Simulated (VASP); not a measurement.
Input:

```yaml
crystal:
  lattice:
    - [0.00000, 2.63105, 2.63105]
    - [2.63105, 0.00000, 2.63105]
    - [10.51678, 10.51678, 0.00743]
  atoms:
    - { symbol: Be, position: [0.01830, 0.01830, 0.98627] }
    - { symbol: Be, position: [0.98272, 0.98272, 0.26296] }
    - { symbol: Be, position: [0.99461, 0.99461, 0.50404] }
    - { symbol: Be, position: [0.00504, 0.00504, 0.74622] }
    - { symbol: Te, position: [0.24928, 0.24928, 0.06304] }
    - { symbol: Se, position: [0.23934, 0.23934, 0.32050] }
    - { symbol: Se, position: [0.24991, 0.24991, 0.56257] }
    - { symbol: Se, position: [0.26080, 0.26080, 0.80440] }
```

These are PBEsol GGA, VASP's PBE PAW potentials (set 64) (plane waves; VASP) values and carry that method's errors. Settings: 400 eV cut-off, Gaussian smearing of 0.050 eV, potentials Be Te Se.

Unless said otherwise, spin-orbit coupling is left out, though it shifts the bands of the heavy elements here.

Question: Give the energies of bands 7 to 20 at the high-symmetry points, in eV from the valence-band maximum.

Answer: 
| band | Γ | T | H2 | L | S0 | F |
|---|---|---|---|---|---|---|
| 7 | -4.17 | -2.28 | -5.63 | -5.79 | -5.67 | -5.83 |
| 8 | -2.22 | -2.20 | -5.36 | -5.62 | -5.37 | -5.65 |
| 9 | -2.22 | -2.20 | -4.98 | -4.01 | -4.99 | -3.98 |
| 10 | -1.87 | -2.10 | -4.85 | -3.90 | -4.75 | -3.80 |
| 11 | -1.87 | -1.91 | -4.48 | -3.63 | -4.58 | -3.68 |
| 12 | -1.47 | -1.91 | -4.26 | -3.28 | -4.24 | -3.43 |
| 13 | -1.47 | -1.43 | -3.25 | -2.79 | -3.30 | -3.13 |
| 14 | -0.86 | -1.43 | -3.14 | -2.50 | -3.10 | -2.65 |
| 15 | 0.00 | -0.02 | -2.95 | -2.48 | -2.96 | -1.88 |
| 16 | 0.00 | -0.02 | -2.57 | -1.66 | -2.55 | -1.57 |
| 17 | 2.65 | 2.81 | 2.96 | 1.88 | 2.88 | 1.43 |
| 18 | 2.85 | 2.90 | 3.12 | 2.11 | 3.39 | 2.72 |
| 19 | 2.95 | 3.00 | 3.83 | 3.36 | 3.47 | 2.84 |
| 20 | 3.78 | 4.08 | 4.16 | 3.46 | 4.45 | 2.88 |

The gap is indirect, 1.43 eV, from the valence maximum at Γ to the conduction minimum at F.

The structure was generated: Be4Se3Te was put into an ordered model structure (R3m), which need not be its known phase. It was relaxed first.
